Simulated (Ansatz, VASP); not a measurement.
ScF3: VASP beside Ansatz

```
Sc F
1.0
     3.97233    0.00000    0.00000
     0.00000    3.97233    0.00000
     0.00000    0.00000    4.01245
Sc F
1 3
Direct
  0.00000 0.00000 0.00000
  0.50000 0.00000 0.00000
  0.00000 0.50000 0.00000
  0.00000 0.00000 0.50000
```

Change from the starting cell: equal xx and yy strain of -1 %.

Alike in both runs: task single point; functional LDA; k mesh 6 × 6 × 6; occupations fermi-dirac, width 0.02 eV; no spin polarisation.

|  | VASP | Ansatz |
| --- | --- | --- |
| version | VASP 6.6.1 | Ansatz 0.2.0 |
| potentials or method | VASP PAW LDA potentials, release 64 (Sc_sv, F), cutoff 520 eV | all-electron LAPW, scalar-relativistic |

```csv
,VASP,Ansatz,Ansatz less VASP
gap on the k mesh at the Fermi level (eV),6.26,6.29,+0.026
pressure (GPa),-0.3,-0.9,-0.67
largest component of the traceless stress (GPa),1.72,1.67,-0.048
```

Ansatz ran all-electron here, so the differences hold the error of VASP's frozen core and of both bases.

A k mesh can miss the band edges.
